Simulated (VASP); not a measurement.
Method: PBE GGA with D3 dispersion (zero damping), VASP's PBE PAW potentials (set 64) (plane waves; VASP 6.6.1).

VASP input:

**INCAR**
```
ISIF = 2   ! forces and stress, cell fixed
ISMEAR = -5   ! tetrahedra, Bloechl
GGA = PE   ! PBE
LWAVE = .FALSE.
IVDW = 11   ! D3, zero damping
LCHARG = .TRUE.
EDIFF = 1E-7
LASPH = .TRUE.   ! aspherical one-centre terms
SYSTEM = CdTe
LREAL = .FALSE.   ! projection in real space or not
ENCUT = 520   ! plane-wave cut-off (eV)
ALGO = Normal   ! blocked Davidson
NELM = 100   ! most electronic steps
LMAXMIX = 4
NEDOS = 601   ! DOS grid
PREC = Accurate
LORBIT = 11
```

File KPOINTS:
```
Regular mesh
0
Gamma
 8 8 8
0 0 0
```

File POSCAR:
```
CdTe
1
    0.0000000000     3.2666962111     3.2666962111
    3.2666962111     0.0000000000     3.2666962111
    3.2666962111     3.2666962111     0.0000000000
Cd Te
1 1
Direct
  0.0000000000   0.0000000000   0.0000000000
  0.2500000000   0.2500000000   0.2500000000
```

POTCAR, in this order: Cd Te (PBE.64 set). Program: vasp_std.

Output

### OUTCAR
```
 ion  position               nearest neighbor table
   1  0.000  0.000  0.000-   2 2.83   2 2.83   2 2.83   2 2.83
   2  0.250  0.250  0.250-   1 2.83   1 2.83   1 2.83   1 2.83
  LATTYP: Found a face centered cubic cell.
 ALAT       =     6.5333924222
 Subroutine PRICEL returns:
 Original cell was already a primitive cell.
 Subroutine GETGRP returns: Found 24 space group operations
The static configuration has the point symmetry T_d .
The dynamic configuration has the point symmetry T_d .
 Subroutine INISYM returns: Found 24 space group operations
 Subroutine IBZKPT returns following result:
 Found     29 irreducible k-points:

 Following reciprocal coordinates:
            Coordinates               Weight
  0.000000  0.000000  0.000000      1.000000
  0.125000  0.000000  0.000000      8.000000
  0.250000  0.000000  0.000000      8.000000
  0.375000  0.000000  0.000000      8.000000
  0.500000  0.000000  0.000000      4.000000
  0.125000  0.125000  0.000000      6.000000
  0.250000  0.125000  0.000000     24.000000
  0.375000  0.125000  0.000000     24.000000
  0.500000  0.125000  0.000000     24.000000
 -0.375000  0.125000  0.000000     24.000000
 -0.250000  0.125000  0.000000     24.000000
 -0.125000  0.125000  0.000000     12.000000
  0.250000  0.250000  0.000000      6.000000
  0.375000  0.250000  0.000000     24.000000
  0.500000  0.250000  0.000000     24.000000
 -0.375000  0.250000  0.000000     24.000000
 -0.250000  0.250000  0.000000     12.000000
  0.375000  0.375000  0.000000      6.000000
  0.500000  0.375000  0.000000     24.000000
 -0.375000  0.375000  0.000000     12.000000
  0.500000  0.500000  0.000000      3.000000
  0.375000  0.250000  0.125000     24.000000
  0.500000  0.250000  0.125000     48.000000
 -0.375000  0.250000  0.125000     24.000000
...
```

**OSZICAR**
```
       N       E                     dE             d eps       ncg     rms          rms(c)
DAV:   1     0.103770657615E+03    0.10377E+03   -0.83950E+03   754   0.119E+03
DAV:   2    -0.771957048040E+00   -0.10454E+03   -0.10063E+03   844   0.276E+02
DAV:   3    -0.498709973190E+01   -0.42151E+01   -0.42059E+01   899   0.586E+01
DAV:   4    -0.502828913192E+01   -0.41189E-01   -0.41185E-01  1076   0.507E+00
DAV:   5    -0.502839394879E+01   -0.10482E-03   -0.10482E-03   894   0.251E-01    0.555E+00
DAV:   6    -0.481147765723E+01    0.21692E+00   -0.46168E-01   869   0.885E+00    0.451E+00
DAV:   7    -0.479650009464E+01    0.14978E-01   -0.11966E-01   859   0.254E+00    0.174E+00
DAV:   8    -0.479726961104E+01   -0.76952E-03   -0.10553E-02   799   0.142E+00    0.501E-01
DAV:   9    -0.479760103243E+01   -0.33142E-03   -0.97222E-04   867   0.365E-01    0.114E-01
DAV:  10    -0.479766857359E+01   -0.67541E-04   -0.12817E-04   839   0.116E-01    0.529E-02
DAV:  11    -0.479771161366E+01   -0.43040E-04   -0.85614E-05   772   0.670E-02    0.357E-02
DAV:  12    -0.479771048683E+01    0.11268E-05   -0.34048E-06   923   0.174E-02    0.208E-02
DAV:  13    -0.479771030696E+01    0.17987E-06   -0.49068E-07   834   0.389E-03    0.137E-02
DAV:  14    -0.479771028462E+01    0.22337E-07   -0.12823E-06   794   0.813E-03    0.581E-03
DAV:  15    -0.479771031463E+01   -0.30010E-07   -0.70416E-08   627   0.270E-03
   1 F= -.53197368E+01 E0= -.53197368E+01  d E =0.000000E+00
```

**OUTCAR**
```
------------------------ aborting loop because EDIFF is reached ----------------------------------------
 Edisp (eV)   -0.52203
  FORCE on cell =-STRESS in cart. coord.  units (eV):
  Direction    XX          YY          ZZ          XY          YZ          ZX
  --------------------------------------------------------------------------------------
  Total      -0.00634    -0.00634    -0.00634    -0.00000    -0.00000     0.00000
  in kB      -0.14564    -0.14564    -0.14564    -0.00000    -0.00000     0.00000
  external pressure =       -0.15 kB  Pullay stress =        0.00 kB
  volume of cell :       69.72
      direct lattice vectors                 reciprocal lattice vectors
     0.000000000  3.266696211  3.266696211    -0.153059840  0.153059840  0.153059840
     3.266696211  0.000000000  3.266696211     0.153059840 -0.153059840  0.153059840
     3.266696211  3.266696211  0.000000000     0.153059840  0.153059840 -0.153059840
  FREE ENERGIE OF THE ION-ELECTRON SYSTEM (eV)
  ---------------------------------------------------
  free  energy   TOTEN  =        -5.3197367614 eV

  energy  without entropy=       -5.3197367614  energy(sigma->0) =       -5.31973676

 total charge

# of ion       s       p       d       tot
------------------------------------------
    1        0.467   0.304   9.531  10.303
    2        1.352   2.050   0.020   3.421
--------------------------------------------------
tot          1.819   2.354   9.551  13.724
```
(Selected blocks of OUTCAR.)

The compound is CdTe in the zinc blende structure. It was relaxed first.
